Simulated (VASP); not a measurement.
Consider the following.

```
CELL_PARAMETERS angstrom
      0.00000     2.36146     2.36146
      2.36146     0.00000     2.36146
      2.36146     2.36146     0.00000
ATOMIC_POSITIONS crystal
  Cd 0.00000 0.00000 0.00000
  O  0.50000 0.50000 0.50000
```

Level of theory: revPBE GGA, VASP's PBE PAW potentials (set 64) (plane waves; VASP). Numerical set-up: 520 eV cut-off, 13×13×13 Γ-centred mesh, first-order Methfessel-Paxton smearing of 0.10 eV, potentials Cd O.

Problem. Predict the energy per atom (σ→0), pressure, band gap (on the k-mesh) with the smallest direct gap where there is one.

Solution. 
```yaml
band gap (on the k-mesh): none (metal, semimetal or under 0.01 eV)
energy per atom (σ→0): -3.504 eV/atom
pressure: 8.43 GPa
```

The absolute energy has meaning only against runs of the same code, potentials and settings.

The compound is CdO in the rock salt structure. This cell is one point of a volume scan, at 0.94 of the reference volume.
